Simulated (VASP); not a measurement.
BAs (relaxed from the NiAs type structure, space group P6_3/mmc): computed properties

The numbers are results of PBEsol GGA, VASP's PBE PAW potentials (set 64) (plane waves; VASP), not measurements.

```yaml
space_group: P6_3/mmc (194)
cell: a = b = 3.2350 Å, c = 5.3976 Å, α = β = 90.00°, γ = 120.00°
volume_per_atom: 12.23 Å³/atom
band gap (over mesh and band path): none (metal, semimetal or under 0.01 eV)
density: 5.82 g/cm³
```

```cif
data_As2B2
_chemical_formula_sum 'B2 As2'
_space_group_name_H-M_alt 'P63/mmc'
_space_group_IT_number 194
_space_group_name_Hall '-P 6c 2c'
_cell_length_a 3.23497
_cell_length_b 3.23497
_cell_length_c 5.39755
_cell_angle_alpha 90.000
_cell_angle_beta 90.000
_cell_angle_gamma 120.000
loop_
_atom_site_label
_atom_site_type_symbol
_atom_site_symmetry_multiplicity
_atom_site_Wyckoff_symbol
_atom_site_fract_x
_atom_site_fract_y
_atom_site_fract_z
_atom_site_occupancy
B1 B 2 a 0.00000 0.00000 0.00000 1
As1 As 2 c 0.33333 0.66667 0.25000 1
```

The structure was generated: BAs was put into the NiAs type type (P6_3/mmc), which need not be its known phase. It was relaxed first, which changed the volume by +20 %. Symmetry was kept, so distortions that lower it aren't found.
